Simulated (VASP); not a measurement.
Here is the system:

```
CELL_PARAMETERS angstrom
      0.00000     2.51802     2.51802
      2.51802     0.00000     2.51802
      2.51802     2.51802     0.00000
ATOMIC_POSITIONS crystal
  Gd 0.00000 0.00000 0.00000
  N  0.50000 0.50000 0.50000
```

All values below come from PBE GGA with D4 dispersion, VASP's PBE PAW potentials (set 64) (plane waves; VASP). Run with 520 eV cut-off, 13×13×13 Γ-centred mesh, first-order Methfessel-Paxton smearing of 0.10 eV, potentials Gd_3 N.

The 4f electrons are frozen in the core of the lanthanide potential, so 4f levels, which can set the real gap, and their magnetism are missing.

Give the stress tensor in GPa (positive for a compressed cell).

```
-8.44   0.00   0.00
 0.00  -8.44   0.00
 0.00   0.00  -8.44
```
The pressure is its mean diagonal, -8.44 GPa.

The compound is GdN in the rock salt structure. This cell is one point of a volume scan, at 1.06 of the reference volume.
